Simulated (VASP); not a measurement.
TiMoSe3:

```
CELL_PARAMETERS angstrom
2.98773 1.72497 4.10238
-2.98773 1.72497 4.10238
0.00000 -3.44994 4.10238
ATOMIC_POSITIONS crystal
Ti 0.00000 0.00000 0.00000
Mo 0.50000 0.50000 0.50000
Se 0.50000 0.50000 0.00000
Se 0.00000 0.50000 0.50000
Se 0.50000 0.00000 0.50000
```

The cell was built by a generator and needn't be a form met in nature.

| Item | Value |
| --- | --- |
| Program | VASP 6.6.1 |
| Task | relaxation of cell and atoms |
| Functional | PBE |
| Potentials or basis | VASP PAW PBE potentials, release 64 (Ti_sv, Mo_sv, Se) |
| Cutoff | 520 eV |
| k mesh | 3 × 3 × 3 |
| Occupations | gaussian, width 0.15 eV |
| Spin | no spin polarisation |

At the start: pressure -8.3 GPa; volume 25.37 Å³/atom.

Problem. Where does the relaxation end?

Solution. Over 3 steps the energy falls by 104.4 meV/atom and the volume is 21.94 Å³/atom (-13.5 %); space group R-3m (No. 166, to 0.05 Å).

The path:
```csv
step,energy change (eV),largest force (eV/Å),pressure (GPa),volume (Å³)
1,0.0000,0.0000,-8.34,126.86
2,-0.4389,0.0000,4.97,104.12
3,-0.5222,0.0000,-0.09,109.72
```

Final structure:
```yaml
crystal:
  lattice:
    - [2.85476, 1.64820, 3.88647]
    - [-2.85476, 1.64820, 3.88647]
    - [0.00000, -3.29640, 3.88647]
  atoms:
    - { symbol: Ti, position: [0.00000, 0.00000, 0.00000] }
    - { symbol: Mo, position: [0.50000, 0.50000, 0.50000] }
    - { symbol: Se, position: [0.50000, 0.50000, 0.00000] }
    - { symbol: Se, position: [0.00000, 0.50000, 0.50000] }
    - { symbol: Se, position: [0.50000, 0.00000, 0.50000] }
```

Caveat: the k mesh is coarse (spacing up to 0.44 Å⁻¹), so the values aren't converged.
